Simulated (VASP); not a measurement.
PdIn (CsCl type) relaxed at rising pressure, in one space group throughout; other phases were not tried. The pressures are those reached. Method: PBEsol GGA, VASP's PBE PAW potentials (set 64) (plane waves; VASP 6.6.1).

```
P (GPa)  V (Å³/atom)    k-mesh
-------  -----------  --------
-0.01         17.133  11×11×11
5.02          16.574  11×11×11
10.00         16.116  11×11×11
20.07         15.382  12×12×12
29.93         14.809  12×12×12
```

A change of mesh leaves a small step in the series.

Fit an equation of state and predict the volume at 45.07 GPa.

Least squares on the third-order Birch-Murnaghan form, P = (3B0/2)(y⁷ − y⁵)[1 + (3/4)(B′ − 4)(y² − 1)] with y = (V0/V)^(1/3), gives V0 = 17.130 Å³/atom, B0 = 140 GPa and B′ = 5.3, and so 14.121 Å³/atom. The run gave 14.113 Å³/atom, -0.1 % from the fit.

Pressures at which the relaxation failed are left out.

The compound is PdIn in the CsCl type structure. The electron count is odd and the run is not spin-polarised, which forces a metal.
